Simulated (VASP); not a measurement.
Method: PBE GGA, VASP's PBE PAW potentials (set 64) (plane waves; VASP).

VASP ran on this input.

File KPOINTS:
```
Regular mesh
0
Gamma
 6 6 6
```

### POSCAR
```
GaSb
6.10
  0.0000000000   0.5000000000   0.5000000000
  0.5000000000   0.0000000000   0.5000000000
  0.5000000000   0.5000000000   0.0000000000
Ga Sb
1 1
Cart
  0.0000000000   0.0000000000   0.0000000000
  0.2500000000   0.2500000000   0.2500000000
```

### INCAR
```
NELM = 100   ! most electronic steps
LREAL = .FALSE.   ! projection in real space or not
PREC = Accurate
ALGO = Normal
GGA = PE
LWAVE = .FALSE.
ISIF = 2   ! forces and stress, cell fixed
EDIFF = 1E-6
ENCUT = 400
LMAXMIX = 4   ! l cut-off of mixed one-centre charges
SYSTEM = GaSb
LASPH = .TRUE.
ISMEAR = 0   ! Gaussian
LCHARG = .FALSE.
SIGMA = 0.05   ! width (eV)
```

POTCAR, in this order: Ga_d Sb (PBE.64 set). Program: vasp_std.

The run wrote:

File OSZICAR:
```
       N       E                     dE             d eps       ncg     rms          rms(c)
DAV:   1     0.713872880941E+02    0.71387E+02   -0.78812E+03   416   0.148E+03
DAV:   2    -0.267885206472E+01   -0.74066E+02   -0.71915E+02   466   0.274E+02
DAV:   3    -0.729344008212E+01   -0.46146E+01   -0.45885E+01   521   0.659E+01
DAV:   4    -0.736769306866E+01   -0.74253E-01   -0.74216E-01   479   0.937E+00
DAV:   5    -0.736986469033E+01   -0.21716E-02   -0.21716E-02   532   0.143E+00    0.326E+00
DAV:   6    -0.732364046724E+01    0.46224E-01   -0.74805E-02   584   0.485E+00    0.196E+00
DAV:   7    -0.731014268458E+01    0.13498E-01   -0.47268E-02   481   0.199E+00    0.359E-01
DAV:   8    -0.731114996475E+01   -0.10073E-02   -0.50996E-03   518   0.999E-01    0.833E-02
DAV:   9    -0.731164966881E+01   -0.49970E-03   -0.76315E-04   461   0.254E-01    0.354E-02
DAV:  10    -0.731169466517E+01   -0.44996E-04   -0.58458E-05   494   0.522E-02    0.118E-02
DAV:  11    -0.731171402841E+01   -0.19363E-04   -0.29372E-05   431   0.429E-02    0.454E-03
DAV:  12    -0.731171515894E+01   -0.11305E-05   -0.17052E-06   471   0.935E-03    0.967E-04
DAV:  13    -0.731171494583E+01    0.21311E-06   -0.10309E-07   253   0.458E-03
   1 F= -.73117149E+01 E0= -.73116296E+01  d E =-.170707E-03
```

**OUTCAR**
```
------------------------ aborting loop because EDIFF is reached ----------------------------------------
  FORCE on cell =-STRESS in cart. coord.  units (eV):
  Direction    XX          YY          ZZ          XY          YZ          ZX
  --------------------------------------------------------------------------------------
  Total        0.9703424      0.9703424      0.9703424      0.0000000      0.0000000      0.0000000
  in kB       27.3971934     27.3971934     27.3971934      0.0000000      0.0000000      0.0000000
  external PRESSURE =      27.3971934 kB  Pullay stress =       0.0000000 kB
  volume of cell :       56.75
      direct lattice vectors                 reciprocal lattice vectors
     0.000000000  3.050000000  3.050000000    -0.163934426  0.163934426  0.163934426
     3.050000000  0.000000000  3.050000000     0.163934426 -0.163934426  0.163934426
     3.050000000  3.050000000  0.000000000     0.163934426  0.163934426 -0.163934426
  FREE ENERGIE OF THE ION-ELECTRON SYSTEM (eV)
  ---------------------------------------------------
  free  energy   TOTEN  =        -7.3117149458 eV

  energy  without entropy=       -7.3115442384  energy(sigma->0) =       -7.31162959
```
(Selected blocks of OUTCAR.)

The compound is GaSb in the zinc blende structure. The cell was not relaxed at this level.
